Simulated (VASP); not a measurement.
A convergence study with VASP on GaSb (zinc blende): a few settings are varied, all else stays as given below, so the limit is that of these other settings.

```
GaSb
1.0
    0.00000     3.05000     3.05000
    3.05000     0.00000     3.05000
    3.05000     3.05000     0.00000
Ga Sb
1 1
Cartesian
  0.00000   0.00000   0.00000
  1.52500   1.52500   1.52500
```

Level of theory: PBEsol GGA, VASP's PBE PAW potentials (set 64) (plane waves; VASP 6.6.1). The last row used: 550 eV cut-off, 14×14×14 Γ-centred mesh, second-order Methfessel-Paxton smearing of 0.40 eV, potentials Ga_d Sb.

```
setting                                   E (eV/atom)  pressure (GPa)  irreducible k-points
----------------------------------------  -----------  --------------  --------------------
ISMEAR = -1, SIGMA = 0.01, 4×4×4 mesh         -3.9742               ?                     8
ISMEAR = -1, SIGMA = 0.1, 4×4×4 mesh          -3.9749            0.99                     8
ISMEAR = 0, SIGMA = 0.01, 4×4×4 mesh          -3.9742            0.56                     8
ISMEAR = 0, SIGMA = 0.2, 4×4×4 mesh           -3.9748            0.98                     8
ISMEAR = 1, SIGMA = 0.05, 4×4×4 mesh          -3.9741            0.71                     8
ISMEAR = 1, SIGMA = 0.2, 4×4×4 mesh           -3.9747            0.95                     8
ISMEAR = 2, SIGMA = 0.05, 4×4×4 mesh          -3.9741            0.65                     8
ISMEAR = 2, SIGMA = 0.2, 4×4×4 mesh           -3.9746            0.92                     8
ISMEAR = -1, SIGMA = 0.01, 8×8×8 mesh         -4.0736            0.35                    29
ISMEAR = -1, SIGMA = 0.2, 8×8×8 mesh          -4.0718            0.48                    29
ISMEAR = 0, SIGMA = 0.01, 8×8×8 mesh          -4.0736            0.34                    29
ISMEAR = 0, SIGMA = 0.4, 8×8×8 mesh           -4.0730            0.44                    29
ISMEAR = 1, SIGMA = 0.05, 8×8×8 mesh          -4.0736            0.35                    29
ISMEAR = 1, SIGMA = 0.4, 8×8×8 mesh           -4.0735            0.37                    29
ISMEAR = 2, SIGMA = 0.05, 8×8×8 mesh          -4.0736            0.34                    29
ISMEAR = 2, SIGMA = 0.4, 8×8×8 mesh           -4.0735            0.36                    29
ISMEAR = -1, SIGMA = 0.05, 14×14×14 mesh      -4.0775            0.39                   104
ISMEAR = -1, SIGMA = 0.2, 14×14×14 mesh       -4.0754            0.44                   104
ISMEAR = 0, SIGMA = 0.1, 14×14×14 mesh        -4.0775            0.38                   104
ISMEAR = 0, SIGMA = 0.4, 14×14×14 mesh        -4.0770            0.41                   104
ISMEAR = 1, SIGMA = 0.1, 14×14×14 mesh        -4.0775            0.38                   104
ISMEAR = 1, SIGMA = 0.4, 14×14×14 mesh        -4.0776            0.37                   104
ISMEAR = 2, SIGMA = 0.1, 14×14×14 mesh        -4.0775            0.37                   104
ISMEAR = 2, SIGMA = 0.4, 14×14×14 mesh        -4.0774            0.38                   104
```

Complete the blanks.

- ISMEAR = -1, SIGMA = 0.01, 4×4×4 mesh, pressure (GPa): 0.66

Left out are rungs that failed or repeat a setting and relaxations that didn't move; long series are thinned to 24 rows.

The compound is GaSb in the zinc blende structure. The cell was not relaxed at this level.
